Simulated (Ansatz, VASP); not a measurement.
# Cross-check of HfO2 between VASP and Ansatz

Aim: how closely do two programs agree when they are given the same cell, functional and k mesh? The cell is taken from a series of runs on this material, whose earlier steps may have relaxed, scaled, displaced or heated it; both programs get it as it stands.

Method: plane waves, with VASP 6.6.1 beside it; zone-centre phonons at LDA, in Ansatz 0.2.0.

## 1. Set-up

It takes space group P4_2/nmc (No. 137, tetragonal). Conventional cell: a = 3.498 Å, b = 3.498 Å, c = 5.009 Å, α = 90.00°, β = 90.00°, γ = 90.00°. O has 4 Hf at 2.05 to 2.27 Å nearest. Nearest to Hf lie 8 O at 2.05 to 2.27 Å. Farther neighbours and most contacts between anions are not listed.

Coordinates:

```xyz
6
Lattice="3.4984 0.0000 0.0000 0.0000 3.4984 0.0000 0.0000 0.0000 5.0094" Properties=species:S:1:pos:R:3 pbc="T T T"
O     0.0000    1.7492    3.5688
O     1.7492    0.0000    3.9452
O     1.7492    0.0000    1.4405
O     0.0000    1.7492    1.0642
Hf    1.7492    1.7492    2.5047
Hf    0.0000    0.0000    0.0000
```

## 2. VASP: zone-centre phonons, LDA

Second derivatives magnify differences that forces hide, and they need a tight electronic threshold.

Lines of VASP's logs that name or quote its potential files are left out, and so is its time.

Input file INCAR:

```
SYSTEM = HfO2
PREC = Accurate
ENCUT = 600
EDIFF = 1E-08
NELM = 120
ISMEAR = 0
SIGMA = 0.01
LREAL = .FALSE.
ALGO = Normal
GGA = CA
NBANDS = 28
LASPH = .TRUE.
LORBIT = 11
LWAVE = .FALSE.
LCHARG = .FALSE.
ISIF = 2
IBRION = 8
LEPSILON = .TRUE.
GGA_COMPAT = .FALSE.
EFERMI = MIDGAP
KPAR = 2
```

Input file POSCAR:

```
HfO2
1.0
    3.4983661637      0.0000000000      0.0000000000
    0.0000000000      3.4983661637      0.0000000000
    0.0000000000      0.0000000000      5.0093765442
O Hf
4 2
Direct
    0.0000000000      0.5000000000      0.7124333250
    0.5000000000      0.0000000000      0.7875666750
    0.5000000000      0.0000000000      0.2875666750
    0.0000000000      0.5000000000      0.2124333250
    0.5000000000      0.5000000000      0.5000000000
    0.0000000000      0.0000000000      0.0000000000
```

Input file KPOINTS:

```
Automatic mesh
0
Gamma
8 8 6
0 0 0
```

Potentials, in the order of the species: O and Hf_pv (LDA family, release 64).

On the command line:

```console
$ mpirun -np 2 vasp_std
```

Numbers of over 12 decimals in the logs are rounded to 6 here.

Log:

```text
[banner, memory and clock lines left out]
running    2 mpi-ranks, on    1 nodes
 distrk:  each k-point on    1 cores,    2 groups
 distr:  one band on    1 cores,    1 groups

 POSCAR found type information on POSCAR O Hf
 POSCAR found :  2 types and       6 ions
 LDA part: xc-table for (Slater(with rela. corr.)+CA(PZ))
 , standard interpolation
 POSCAR, INCAR and KPOINTS ok, starting setup
 FFT: planning ... GRIDC
 FFT: planning ... GRID_SOFT
 FFT: planning ... GRID
 WAVECAR not read
 entering main loop
       N       E                     dE             d eps       ncg     rms          rms(c)
DAV:   1     0.265956720620E+03    0.26596E+03   -0.27808E+04  3360   0.177E+03
DAV:   2    -0.634681432860E+02   -0.32942E+03   -0.32090E+03  4244   0.407E+02
DAV:   3    -0.769604624569E+02   -0.13492E+02   -0.13451E+02  4080   0.754E+01
DAV:   4    -0.770854626440E+02   -0.12500E+00   -0.12493E+00  4296   0.789E+00
DAV:   5    -0.770864331754E+02   -0.97053E-03   -0.97044E-03  4144   0.671E-01    0.841E+01
DAV:   6    -0.665668714011E+02    0.10520E+02   -0.55592E+01  3764   0.418E+01    0.693E+01
DAV:   7    -0.662905943588E+02    0.27628E+00   -0.22837E+00  3940   0.107E+01    0.364E+01
DAV:   8    -0.662431473610E+02    0.47447E-01   -0.15204E-01  4112   0.304E+00    0.541E+00
DAV:   9    -0.662306426909E+02    0.12505E-01   -0.43669E-02  3784   0.150E+00    0.263E+00
DAV:  10    -0.662297114659E+02    0.93123E-03   -0.53024E-03  4200   0.466E-01    0.485E-02
DAV:  11    -0.662297279282E+02   -0.16462E-04   -0.35060E-04  4052   0.119E-01    0.321E-02
DAV:  12    -0.662297307808E+02   -0.28527E-05   -0.10269E-05  3928   0.199E-02    0.573E-02
DAV:  13    -0.662297304153E+02    0.36556E-06   -0.13045E-06  4204   0.710E-03    0.430E-03
DAV:  14    -0.662297304229E+02   -0.75943E-08   -0.75786E-08  4160   0.171E-03
   1 F= -.66229730E+02 E0= -.66229730E+02  d E =0.000000E+00
 Linear response reoptimize wavefunctions to high precision
DAV:   1    -0.662297304251E+02   -0.22510E-08   -0.70553E-09  3236   0.534E-04
DAV:   2    -0.662297304251E+02   -0.15461E-10   -0.25927E-10  2324   0.112E-04
 Linear response G [H, r] |phi>, progress :
  Direction:   1
       N       E                     dE             d eps       ncg     rms
RMM:   1    -0.187768494893E+03   -0.18777E+03    0.13474E+03  4936   0.228E+02
RMM:   2    -0.179851824310E+03    0.79167E+01   -0.63913E+01  5373   0.395E+01
RMM:   3    -0.180477334431E+03   -0.62551E+00   -0.45617E+00  6343   0.662E+00
RMM:   4    -0.180484819266E+03   -0.74848E-02   -0.27277E-01  6764   0.140E+00
RMM:   5    -0.180484204235E+03    0.61503E-03   -0.17632E-02  6573   0.336E-01
RMM:   6    -0.180484285555E+03   -0.81320E-04   -0.10741E-03  6802   0.870E-02
RMM:   7    -0.180484292108E+03   -0.65532E-05    0.13151E-04  6740   0.308E-02
RMM:   8    -0.180484297361E+03   -0.52527E-05   -0.45939E-04  6607   0.171E-02
RMM:   9    -0.180484291599E+03    0.57625E-05    0.84526E-04  6235   0.144E-02
RMM:  10    -0.180484299042E+03   -0.74434E-05    0.13830E-04  6292   0.137E-02
RMM:  11    -0.180484297202E+03    0.18394E-05    0.70830E-04  6046   0.135E-02
RMM:  12    -0.180484297892E+03   -0.68992E-06    0.18107E-04  5801   0.134E-02
 Linear response G [H, r] |phi>, progress :
  Direction:   2
       N       E                     dE             d eps       ncg     rms
RMM:   1    -0.183632809096E+03   -0.18363E+03    0.16254E+03  4963   0.235E+02
RMM:   2    -0.174538843125E+03    0.90940E+01   -0.75457E+01  5418   0.423E+01
RMM:   3    -0.175204844402E+03   -0.66600E+00   -0.48284E+00  6325   0.728E+00
RMM:   4    -0.175231598951E+03   -0.26755E-01   -0.32267E-01  6768   0.159E+00
RMM:   5    -0.175231077257E+03    0.52169E-03   -0.21585E-02  6554   0.384E-01
RMM:   6    -0.175231215221E+03   -0.13796E-03   -0.23312E-03  6797   0.100E-01
RMM:   7    -0.175231210566E+03    0.46558E-05   -0.86243E-04  6758   0.358E-02
RMM:   8    -0.175231218038E+03   -0.74722E-05   -0.96666E-04  6564   0.201E-02
RMM:   9    -0.175231214517E+03    0.35202E-05   -0.11546E-03  6332   0.170E-02
RMM:  10    -0.175231218325E+03   -0.38078E-05   -0.98156E-04  6206   0.161E-02
RMM:  11    -0.175231217244E+03    0.10812E-05   -0.10438E-03  6039   0.160E-02
RMM:  12    -0.175231217197E+03    0.47400E-07   -0.93894E-04  5784   0.159E-02
 Linear response G [H, r] |phi>, progress :
  Direction:   3
       N       E                     dE             d eps       ncg     rms
RMM:   1    -0.183178090702E+03   -0.18318E+03    0.14051E+03  5257   0.225E+02
RMM:   2    -0.177897573850E+03    0.52805E+01   -0.57104E+01  5434   0.377E+01
RMM:   3    -0.178497681145E+03   -0.60011E+00   -0.37783E+00  6284   0.630E+00
RMM:   4    -0.178511949905E+03   -0.14269E-01   -0.27467E-01  6562   0.139E+00
RMM:   5    -0.178510290255E+03    0.16597E-02   -0.21558E-02  6475   0.339E-01
RMM:   6    -0.178510246876E+03    0.43379E-04   -0.19477E-03  6637   0.946E-02
RMM:   7    -0.178510191180E+03    0.55696E-04    0.64189E-04  6543   0.341E-02
[...]
RMM:  14    -0.371818111189E+00   -0.18273E-07   -0.21697E-07 10851   0.285E-04    0.585E-06
RMM:  15    -0.371818111865E+00   -0.67611E-09   -0.18054E-07 10478   0.283E-04    0.122E-06
RMM:  16    -0.371818111730E+00    0.13539E-09   -0.17377E-07  9273   0.282E-04    0.165E-06
RMM:  17    -0.371818111862E+00   -0.13173E-09   -0.21841E-07  8869   0.282E-04    0.186E-07
RMM:  18    -0.371818111867E+00   -0.53399E-11   -0.18370E-07  8685   0.282E-04    0.131E-07
RMM:  19    -0.371818111632E+00    0.23505E-09   -0.20195E-07  8718   0.282E-04    0.140E-07
RMM:  20    -0.371818111602E+00    0.29556E-10   -0.21344E-07  8790   0.282E-04    0.831E-08
 first order change of Fermi-energy   0.42248E+00
 force on displaced ion       1 direction 3 :   0.000   0.000 -15.712
 Born effective charge ion    1 direction 3 :   0.000   0.000  -2.538
 Linear response progress:
  Degree of freedom:   4/  5
       N       E                     dE             d eps       ncg     rms          rms(c)
RMM:   1    -0.233723186364E+00   -0.23372E+00    0.24300E+00  8947   0.843E+00
RMM:   2    -0.225788775465E+00    0.79344E-02   -0.36979E-02 10992   0.104E+00    0.103E+00
RMM:   3    -0.225294717903E+00    0.49406E-03   -0.11861E-03 12593   0.150E-01    0.603E-01
RMM:   4    -0.224607103812E+00    0.68761E-03   -0.22913E-04 14699   0.714E-02    0.164E-01
RMM:   5    -0.224447824234E+00    0.15928E-03   -0.21867E-05 15490   0.188E-02    0.305E-02
RMM:   6    -0.224473943315E+00   -0.26119E-04    0.12357E-06 14062   0.945E-03    0.235E-02
RMM:   7    -0.224474249019E+00   -0.30570E-06    0.67992E-07 15750   0.250E-03    0.159E-02
RMM:   8    -0.224471721546E+00    0.25275E-05    0.16834E-06 14981   0.126E-03    0.106E-03
RMM:   9    -0.224471904867E+00   -0.18332E-06    0.20406E-07 14963   0.613E-04    0.364E-04
RMM:  10    -0.224471848724E+00    0.56142E-07    0.31442E-06 16382   0.389E-04    0.269E-04
RMM:  11    -0.224471939543E+00   -0.90818E-07    0.32613E-06 15748   0.330E-04    0.831E-05
RMM:  12    -0.224471966314E+00   -0.26772E-07    0.30057E-06 15905   0.302E-04    0.280E-05
RMM:  13    -0.224471935297E+00    0.31018E-07    0.38790E-06 15868   0.288E-04    0.106E-05
RMM:  14    -0.224471981811E+00   -0.46514E-07    0.32724E-06 15529   0.282E-04    0.541E-06
[...]
RMM:  31    -0.224471981746E+00    0.69516E-08    0.36208E-06 14398   0.276E-04    0.468E-07
RMM:  32    -0.224471991775E+00   -0.10029E-07    0.34643E-06 14423   0.276E-04    0.371E-07
RMM:  33    -0.224471991850E+00   -0.74177E-10    0.35726E-06 14416   0.276E-04    0.482E-07
RMM:  34    -0.224471988509E+00    0.33408E-08    0.36077E-06 14458   0.276E-04    0.389E-07
RMM:  35    -0.224471977509E+00    0.11000E-07    0.36592E-06 14414   0.276E-04    0.503E-07
RMM:  36    -0.224471980317E+00   -0.28080E-08    0.36392E-06 14403   0.276E-04    0.409E-07
RMM:  37    -0.224471986181E+00   -0.58643E-08    0.36101E-06 14395   0.276E-04    0.505E-07
RMM:  38    -0.224471985234E+00    0.94756E-09    0.36432E-06 14402   0.276E-04    0.482E-07
 first order change of Fermi-energy  -0.24832E-04
 force on displaced ion       5 direction 1 : -11.350   0.000  -0.001
 Born effective charge ion    5 direction 1 :   5.538   0.000  -0.000
 Linear response progress:
  Degree of freedom:   5/  5
       N       E                     dE             d eps       ncg     rms          rms(c)
RMM:   1    -0.255764456923E+00   -0.25576E+00    0.24200E+00  7247   0.842E+00
RMM:   2    -0.245361291554E+00    0.10403E-01   -0.40406E-02  8463   0.112E+00    0.919E-01
RMM:   3    -0.244275899137E+00    0.10854E-02   -0.29129E-03 10102   0.210E-01    0.584E-01
RMM:   4    -0.243283089621E+00    0.99281E-03   -0.91294E-04  9823   0.170E-01    0.196E-01
RMM:   5    -0.243114298743E+00    0.16879E-03   -0.23245E-04 12058   0.525E-02    0.440E-02
RMM:   6    -0.243167911168E+00   -0.53612E-04   -0.11945E-05 10108   0.198E-02    0.307E-02
RMM:   7    -0.243182399190E+00   -0.14488E-04    0.45924E-06 11546   0.601E-03    0.285E-02
RMM:   8    -0.243185126889E+00   -0.27277E-05    0.52348E-06 10742   0.399E-03    0.337E-03
RMM:   9    -0.243191152333E+00   -0.60254E-05   -0.12433E-06 10173   0.346E-03    0.195E-03
RMM:  10    -0.243191651667E+00   -0.49933E-06    0.17953E-06 11916   0.112E-03    0.788E-04
RMM:  11    -0.243191681179E+00   -0.29512E-07    0.86523E-06 10801   0.558E-04    0.195E-04
RMM:  12    -0.243191550725E+00    0.13045E-06    0.85983E-06 11275   0.429E-04    0.179E-04
RMM:  13    -0.243191632776E+00   -0.82051E-07    0.76895E-06 12081   0.391E-04    0.203E-04
RMM:  14    -0.243191642008E+00   -0.92329E-08    0.77873E-06 13103   0.377E-04    0.599E-05
[...]
RMM:  45    -0.243191777210E+00   -0.14634E-07    0.64227E-06 10773   0.360E-04    0.334E-07
RMM:  46    -0.243191752357E+00    0.24853E-07    0.68783E-06 10779   0.360E-04    0.412E-07
RMM:  47    -0.243191755830E+00   -0.34727E-08    0.64507E-06 10783   0.360E-04    0.297E-07
RMM:  48    -0.243191766492E+00   -0.10662E-07    0.65764E-06 10778   0.360E-04    0.376E-07
RMM:  49    -0.243191793212E+00   -0.26720E-07    0.62552E-06 10780   0.360E-04    0.314E-07
RMM:  50    -0.243191766082E+00    0.27129E-07    0.67915E-06 10766   0.360E-04    0.380E-07
RMM:  51    -0.243191759943E+00    0.61398E-08    0.64242E-06 10747   0.360E-04    0.311E-07
RMM:  52    -0.243191743876E+00    0.16067E-07    0.68632E-06 10750   0.360E-04    0.372E-07
 first order change of Fermi-energy  -0.77907E-04
 force on displaced ion       5 direction 3 :   0.000   0.000 -28.458
 Born effective charge ion    5 direction 3 :   0.000   0.000   5.076
 Born effective charges drift removed
 Linear response finished
```

[end of part 1 of 3]

[Lines on the potential files, build, host, timing and source positions are cut from VASP's logs without a mark.]

[Logs are printed without paths, hosts, clocks, repeated set-up lines and the standing remarks that a program may print on its own settings, such as how far it seeks lower states.]

[Hosts, paths, dates, database ids (printed as entryN), source tags and the programs' standing remarks are cut or masked in the printed files.]
